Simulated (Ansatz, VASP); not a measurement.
## Si14H2O29: VASP beside Ansatz

One calculation is typed for both programs; each brings its own data sets. How far apart do they land? The structure shown is the start of the Ansatz relaxation below; VASP solves that cell, so the two are compared at the walk's first step.

Main program and level: Ansatz 0.2.0; plane waves, with VASP 6.6.1 beside it; single point at PBE with D3(BJ).

## 1. The starting structure

The cell holds 45 atoms: 14 Si, 2 H and 29 O. Its edges and angles: a = 8.525 Å, b = 8.525 Å, c = 8.525 Å, α = 90.0°, β = 90.0°, γ = 90.0°.

## 2. Ansatz: relaxation, PBE with D3(BJ)

Ansatz runs on its PAW soft_1 files.

The two programs are compared at the cell with which this relaxation starts, whose forces are those of its first step.

The input, input.yaml:

```yaml
crystal:
  lattice:
    - [8.5245997778, 0.0, 0.0]
    - [0.0, 8.5245997778, 0.0]
    - [0.0, 0.0, 8.5245997778]
  atoms:
    - { symbol: Si, position: [0.221727, 0.099355, 0.526799] }
    - { symbol: Si, position: [0.360313, 0.418829, 0.683512] }
    - { symbol: Si, position: [0.203974, 0.361308, 0.0171] }
    - { symbol: Si, position: [0.249065, 0.037843, 0.168171] }
    - { symbol: Si, position: [0.842114, 0.088265, 0.521339] }
    - { symbol: Si, position: [0.105013, 0.598783, 0.277372] }
    - { symbol: Si, position: [0.512696, 0.825603, 0.03433] }
    - { symbol: Si, position: [0.833569, 0.345359, 0.019265] }
    - { symbol: Si, position: [0.988121, 0.839671, 0.046543] }
    - { symbol: Si, position: [0.679538, 0.780565, 0.365534] }
    - { symbol: Si, position: [0.822607, 0.429915, 0.380761] }
    - { symbol: Si, position: [0.335594, 0.76286, 0.510667] }
    - { symbol: Si, position: [0.726363, 0.028848, 0.868208] }
    - { symbol: Si, position: [0.645293, 0.572074, 0.806798] }
    - { symbol: H, position: [0.19464, 0.719813, 0.886869] }
    - { symbol: H, position: [0.846619, 0.718097, 0.718824] }
    - { symbol: O, position: [0.545835, 0.433875, 0.715534] }
    - { symbol: O, position: [0.205554, 0.493683, 0.155359] }
    - { symbol: O, position: [0.019538, 0.335533, 0.989852] }
    - { symbol: O, position: [0.277944, 0.198773, 0.073567] }
    - { symbol: O, position: [0.558609, 0.965247, 0.914933] }
    - { symbol: O, position: [0.804386, 0.370352, 0.201629] }
    - { symbol: O, position: [0.840077, 0.90418, 0.956216] }
    - { symbol: O, position: [0.737007, 0.686988, 0.703538] }
    - { symbol: O, position: [0.279351, 0.925813, 0.593262] }
    - { symbol: O, position: [0.070312, 0.986939, 0.136623] }
    - { symbol: O, position: [0.628114, 0.797656, 0.179503] }
    - { symbol: O, position: [0.293725, 0.263676, 0.596791] }
    - { symbol: O, position: [0.27564, 0.082214, 0.347024] }
    - { symbol: O, position: [0.755787, 0.191451, 0.953386] }
    - { symbol: O, position: [0.761213, 0.48899, 0.92589] }
    - { symbol: O, position: [0.009645, 0.481035, 0.391378] }
    - { symbol: O, position: [0.737132, 0.598628, 0.390333] }
    - { symbol: O, position: [0.352069, 0.890039, 0.109375] }
    - { symbol: O, position: [0.791757, 0.269766, 0.477709] }
    - { symbol: O, position: [0.979989, 0.703713, 0.179309] }
    - { symbol: O, position: [0.032744, 0.096096, 0.531891] }
    - { symbol: O, position: [0.212587, 0.717596, 0.372988] }
    - { symbol: O, position: [0.327957, 0.598739, 0.614411] }
    - { symbol: O, position: [0.514859, 0.67224, 0.919453] }
    - { symbol: O, position: [0.093948, 0.769967, 0.910572] }
    - { symbol: O, position: [0.280526, 0.419381, 0.856794] }
    - { symbol: O, position: [0.784874, 0.938857, 0.410287] }
    - { symbol: O, position: [0.773354, 0.047834, 0.690387] }
    - { symbol: O, position: [0.508541, 0.790249, 0.44966] }
  symmetry: { detect: false }
kpoints:
  mp_grid: { grid: [2, 2, 2] }
scf:
  occupations: { method: fermi_dirac, width: 0.05 }
hamiltonian:
  xc: pbe
  dispersion: d3bj
  pseudopotentials: { kind: paw, azcp: { folder: soft_1 } }
output:
  forces: true
  stress: true
relax:
  f_tol: 0.04
  max_steps: 150
  escape_saddle: false
  cell: { stress_tol: 0.4, fix: [] }
```

Launch:

```console
$ ansatz run input.yaml --threads 4 --pin off --max-ram 16384MiB --backend cpu --events-out ev --progress --plain --runs-dir out
```

Numbers of over 12 decimals in the logs are rounded to 6 here.

Output:

```text
Engine: ansatz 0.2.0, aarch64-unknown-linux-gnu
Pseudopotentials: kind: paw
Pseudopotential: Si, paw, valence charge 4, recommended cutoff 420 eV (normal), soft_1/Si.paw.azcp
Pseudopotential: H, paw, valence charge 1, recommended cutoff 420 eV (normal), soft_1/H.paw.azcp
Pseudopotential: O, paw, valence charge 6, recommended cutoff 420 eV (normal), soft_1/O.paw.azcp
Functional definition: PBE
  parameter kappa = 0.804
  parameter beta = 0.066725
  exchange = pbe_x(kappa = kappa, mu = beta*pi^2/3)
  correlation = pbe_c(beta = beta)
Crystal: 45 atoms, lattice volume = 619.472 Å³
Basis set: ecut = 420 eV, 12053 PW (Γ), exchange–correlation on 120×120×120 points (8 copies of the dense FFT grid, shifted against one another)
Bands: 161, of which v1, the nominal top of the filled ones, is band 116 counted from 1 (115 counted from 0)
Symmetry: 1 space group operations
k-points: 8
Non-local potential: Si, projectors of the file, l = 0: 2, l = 1: 2, l = 2: 1
Non-local potential: H, projectors of the file, l = 0: 2, l = 1: 1
Non-local potential: O, projectors of the file, l = 0: 2, l = 1: 2, l = 2: 1
PAW form: soft (Blöchl's): semilocal exchange-correlation on the pseudo side does not see the compensation charge
PAW one-centre angular grid: Si, 110 points (default); XC on 64 Gauss nodes
PAW one-centre angular grid: H, 110 points (default); XC on 64 Gauss nodes
PAW one-centre angular grid: O, 110 points (default); XC on 64 Gauss nodes
Initial density: superposition of atomic densities (chi_scale 0.1, normalization cell, long waves kept (reshape's long-wave potential 0.03 eV rms))
Initial wavefunctions: pseudopotential atomic-orbital guess
Functional: x = pbe(κ = 0.804, μ = 0.219515), c = pbe(β = 0.066725)
SCF iter   1: F=—  HF=-25464.126055 eV  |F-HF|=—  |Δ(HF+E_count)|=         —  Δρ=1.30e-1  dr2=9.46e1  ethr=3.10e-3  ⟨swp⟩=6.0  Hψ=5799  notcnv=0  defer=145
preconditioner: auto → Resta (q_TF=auto, 2.316 Å⁻¹)  ε∞=2.6  [insulator: Δε(μ)=6.854 eV  Ē_g=17.998 eV  σ=0.050 eV  W_gap=1.00  n_scr=122 (ndim 8)  ℏωp=22.7 eV  f_vac=0.122  D(μ)=0.00/eV (n_scr^D=0)  ε∞_Penn≈2.6]
SCF iter   2: F=—  HF=-25437.606098 eV  |F-HF|=—  |Δ(HF+E_count)|=    2.65e1  Δρ=4.28e-2  dr2=5.10e0  ethr=3.10e-3  ⟨swp⟩=3.1  Hψ=3131  notcnv=0  defer=321
SCF iter   3: F=—  HF=-25437.049975 eV  |F-HF|=—  |Δ(HF+E_count)|=   5.56e-1  Δρ=2.11e-2  dr2=1.65e0  ethr=2.20e-3  ⟨swp⟩=2.1  Hψ=1271  notcnv=0  defer=321
SCF iter   4: F=—  HF=-25437.034238 eV  |F-HF|=—  |Δ(HF+E_count)|=   1.57e-2  Δρ=3.24e-3  dr2=5.32e-2  ethr=7.12e-4  ⟨swp⟩=3.9  Hψ=1959  notcnv=0  defer=321
SCF iter   5: F=—  HF=-25437.041122 eV  |F-HF|=—  |Δ(HF+E_count)|=   6.88e-3  Δρ=1.57e-3  dr2=1.31e-2  ethr=2.29e-5  ⟨swp⟩=2.1  Hψ=2059  notcnv=0  defer=321
SCF iter   6: F=—  HF=-25437.045850 eV  |F-HF|=—  |Δ(HF+E_count)|=   4.73e-3  Δρ=4.83e-4  dr2=1.60e-3  ethr=5.63e-6  ⟨swp⟩=2.0  Hψ=1833  notcnv=0  defer=321
SCF iter   7: F=—  HF=-25437.046484 eV  |F-HF|=—  |Δ(HF+E_count)|=   6.34e-4  Δρ=2.28e-4  dr2=3.10e-4  ethr=6.88e-7  ⟨swp⟩=2.0  Hψ=1792  notcnv=0  defer=321
SCF iter   8: F=—  HF=-25437.046448 eV  |F-HF|=—  |Δ(HF+E_count)|=   3.61e-5  Δρ=6.63e-5  dr2=3.32e-5  ethr=1.34e-7  ⟨swp⟩=2.0  Hψ=1786  notcnv=0  defer=321
SCF iter   9: F=—  HF=-25437.046015 eV  |F-HF|=—  |Δ(HF+E_count)|=   4.33e-4  Δρ=2.05e-5  dr2=2.08e-6  ethr=1.43e-8  ⟨swp⟩=2.0  Hψ=2014  notcnv=0  defer=321
SCF iter  10: F=—  HF=-25437.046015 eV  |F-HF|=—  |Δ(HF+E_count)|=   2.84e-7  Δρ=1.19e-5  dr2=6.63e-7  ethr=8.95e-10  ⟨swp⟩=3.2  Hψ=2243  notcnv=0  defer=321
SCF iter  11: F=-25437.046015 eV  HF=-25437.046015 eV  |F-HF|=2.27e-9  |Δ(HF+E_count)|=   9.27e-8  Δρ=2.35e-6  dr2=4.39e-8  ethr=4.31e-11  ⟨swp⟩=3.6  Hψ=5074  notcnv=0
SCF 1 converged in 11 iterations: F = -25437.046015 eV  dr2 = 4.39e-8
  greatest PAW one-centre occupation: 0.865 electrons in one spin orbital (limit 2), on the O atom at site 20 (counted from 0), in its partial waves of l = 0
relax step   1: F+E_penalty+E_count = -25437.04601498 eV  Δ(F+E_penalty+E_count) = +0.000e0 eV  max|allowed force component| = 3.368e0 eV/Å  Δτ_max = 0.0000 Å  P = +2.591 GPa  Ω = 619.472 Å³  (11 SCF iters, dr2 threshold 1.00e-7 eV, accepted)
Crystal: 45 atoms, lattice volume = 625.238 Å³
Basis set: ecut = 420 eV, 12199 PW (Γ), exchange–correlation on 120×120×120 points (8 copies of the dense FFT grid, shifted against one another)
Initial density: handed on by an earlier stage of this run
Initial wavefunctions: those handed on with the density
iter 1 solved again at ethr=1.69e-4 eV; its pass at ethr=3.10e-3 eV (dr2=3.92e-1 eV) is discarded
SCF iter   1: F=—  HF=-25438.426006 eV  |F-HF|=—  |Δ(HF+E_count)|=         —  Δρ=1.05e-2  dr2=3.94e-1  ethr=1.69e-4  ⟨swp⟩=5.1  Hψ=7254  notcnv=0
[...]
SCF 23 converged in 4 iterations: F = -25440.301155 eV  dr2 = 2.27e-8
relax step  23: F+E_penalty+E_count = -25440.30115537 eV  Δ(F+E_penalty+E_count) = -2.005e-2 eV  max|allowed force component| = 2.193e-2 eV/Å  Δτ_max = 0.0000 Å  P = +0.060 GPa  Ω = 612.962 Å³  stress off target by 1.89e-1 GPa  SCF on the basis re-selected at this cell (its energy is not comparable with the rows above)  (4 SCF iters)
[...]
SCF converged after 4 iterations
Free energy (F): -25440.301155 eV
Harris-Foulkes:  -25440.301155 eV  (|F-HF|=3.01e-8)
Internal energy: -25440.301155 eV  (E = F + TS)
E sigma→0 (E₀):  -25440.301155 eV
Fermi energy:    4.294469 eV
--- Per-component energies (eV) ---
  E_band       = -1254.232814
  E_kinetic    = 5631.187888
  E_local      = -16666.927078  (includes V_loc(G=0)·N_el)
  E_nonlocal   = 1824.636710
  E_hartree    = 6320.745619
  E_xc         = -2900.954370
  E_vxc        = -3363.333089  (∫ρ·V_xc dr)
  E_paw        = -11914.193299  (= ΣΔE_a)
  E_vpaw       = -1321.312943  (= ΣTr[D̂ρ^β])
  E_aug_tail   = 0.022114  (compensation charges beyond the density's cutoff)
  E_ewald      = -7729.339560
  E_disp       = -5.479180  (pairwise vdW)
  E_smearing   = -0.000000  (= −TS)
  E_closure    = 0.000000  (closes the sum)
  Σ components = -25440.301155   (vs F -25440.301155, Δ=0.00e0)
--- Forces (eV/Å), atoms counted from 1 ---
  atom   1  Si     0.00362672    -0.00059061     0.00037305
  atom   2  Si     0.00011090    -0.00418992     0.00413978
  atom   3  Si    -0.00239016     0.00503135    -0.00410381
  atom   4  Si     0.00069323     0.00353845     0.00002033
  atom   5  Si    -0.00037013     0.00240264     0.00099096
  atom   6  Si     0.00322570    -0.00829378    -0.00160790
  atom   7  Si     0.00778632    -0.00301255    -0.00175645
  atom   8  Si    -0.00075526     0.00807119    -0.00232307
  atom   9  Si    -0.02193361     0.01147269     0.00753049
  atom  10  Si     0.00452870     0.00115348    -0.00635450
  atom  11  Si     0.00257283     0.00240399     0.00291964
  atom  12  Si     0.00121147     0.00445219     0.00136757
  atom  13  Si    -0.00042547    -0.00750687    -0.00697470
  atom  14  Si    -0.00141916    -0.01073906     0.01933296
  atom  15  H      0.01604995    -0.02065766    -0.01294762
  atom  16  H     -0.00146533     0.00857699    -0.00172999
  atom  17  O     -0.00423919    -0.00280976    -0.00306545
  atom  18  O      0.00025953     0.00318287     0.00473495
  atom  19  O     -0.00338466    -0.00291573     0.00081090
  atom  20  O      0.00031514    -0.00016107     0.00089965
  atom  21  O     -0.00028912     0.00020119     0.00209997
  atom  22  O      0.00269315    -0.00116820     0.00066636
  atom  23  O     -0.00307492     0.00275861     0.00388913
  atom  24  O      0.00763624     0.00390196    -0.01994412
[...]
atom  38  O      0.00035561    -0.00054530     0.00113421
  atom  39  O      0.00004546     0.00004560     0.00195731
  atom  40  O     -0.00324145     0.00278153    -0.00168763
  atom  41  O      0.00524385     0.00021145    -0.01310433
  atom  42  O     -0.00229599     0.00280784     0.00332574
  atom  43  O     -0.00549484    -0.00305775    -0.00202569
  atom  44  O      0.00267341     0.00239163    -0.00089185
  atom  45  O      0.00714163    -0.00208438     0.00002129
  max |Σ_I F_I| component: 3.27e-5 eV/Å
--- Stress (GPa, compression-positive) ---
        0.169646       0.012717      -0.024536
        0.012720      -0.144860      -0.022904
       -0.024541      -0.022891       0.154223
  P = ⅓ Tr σ = 0.0597 GPa (0.597 kbar)
--- Relaxed structure (22 steps of the walk, 21 accepted, 1 SCFs on fresh bases) ---
  F+E_penalty+E_count = -25440.30115537 eV   max|allowed force component| = 2.193e-2 eV/Å   (the final SCF, on the basis selected at the relaxed cell)
  cell:  # Å, volume = 612.9625 Å³
    - [8.737048, 0.027351, -0.015454]
    - [0.027351, 8.038387, -0.030708]
    - [-0.015454, -0.030708, 8.727945]
  atoms:
    - { symbol: Si, position: [0.209534, 0.103975, 0.514164] }
    - { symbol: Si, position: [0.339252, 0.423062, 0.700676] }
    - { symbol: Si, position: [0.203438, 0.368067, 0.023043] }
    - { symbol: Si, position: [0.258622, 0.045723, 0.157525] }
    - { symbol: Si, position: [0.838885, 0.110671, 0.539134] }
    - { symbol: Si, position: [0.120246, 0.598419, 0.262045] }
    - { symbol: Si, position: [0.531439, 0.822828, 0.049160] }
    - { symbol: Si, position: [0.836883, 0.345150, 0.035940] }
    - { symbol: Si, position: [1.029027, 0.828803, 0.013157] }
    - { symbol: Si, position: [0.671802, 0.801905, 0.369194] }
    - { symbol: Si, position: [0.835190, 0.450075, 0.369682] }
    - { symbol: Si, position: [0.330777, 0.762876, 0.505301] }
    - { symbol: Si, position: [0.750923, 0.015971, 0.882422] }
    - { symbol: Si, position: [0.619943, 0.548802, 0.836299] }
    - { symbol: H, position: [0.178775, 0.662387, 0.864002] }
    - { symbol: H, position: [0.718550, 0.647790, 0.621214] }
    - { symbol: O, position: [0.515860, 0.400030, 0.758187] }
    - { symbol: O, position: [0.248446, 0.497766, 0.160965] }
    - { symbol: O, position: [0.021600, 0.334810, 1.034501] }
    - { symbol: O, position: [0.305007, 0.200363, 0.045914] }
    - { symbol: O, position: [0.578695, 0.948866, 0.912284] }
    - { symbol: O, position: [0.770625, 0.408953, 0.199942] }
    - { symbol: O, position: [0.872921, 0.868561, 0.920463] }
    - { symbol: O, position: [0.665101, 0.689182, 0.712470] }
    - { symbol: O, position: [0.281176, 0.935572, 0.591329] }
    - { symbol: O, position: [0.085813, 0.991376, 0.110413] }
    - { symbol: O, position: [0.662584, 0.812566, 0.183963] }
    - { symbol: O, position: [0.282085, 0.266853, 0.598809] }
    - { symbol: O, position: [0.259617, 0.111831, 0.334309] }
    - { symbol: O, position: [0.771301, 0.161239, 1.010021] }
    - { symbol: O, position: [0.777906, 0.467939, 0.901694] }
    - { symbol: O, position: [0.021619, 0.471432, 0.369295] }
    - { symbol: O, position: [0.760809, 0.629393, 0.425043] }
    - { symbol: O, position: [0.376471, 0.891970, 0.129516] }
    - { symbol: O, position: [0.789209, 0.299050, 0.484080] }
    - { symbol: O, position: [0.998916, 0.685903, 0.143621] }
    - { symbol: O, position: [0.024634, 0.099533, 0.533109] }
    - { symbol: O, position: [0.205404, 0.735091, 0.368020] }
    - { symbol: O, position: [0.321919, 0.599376, 0.612369] }
    - { symbol: O, position: [0.517556, 0.637454, 0.971969] }
    - { symbol: O, position: [0.161226, 0.778811, 0.891520] }
    - { symbol: O, position: [0.230468, 0.444424, 0.852707] }
    - { symbol: O, position: [0.764213, 0.964275, 0.432068] }
    - { symbol: O, position: [0.775642, 0.088661, 0.711876] }
    - { symbol: O, position: [0.500210, 0.788912, 0.436332] }
```

(Part 1 of 2 ends here.)

[Lines on the potential files, build, host, timing and source positions are cut from VASP's logs without a mark.]

[Logs are printed without paths, hosts, clocks, repeated set-up lines and the standing remarks that a program may print on its own settings, such as how far it seeks lower states.]

[Hosts, paths, dates, database ids (printed as entryN), source tags and the programs' standing remarks are cut or masked in the printed files.]
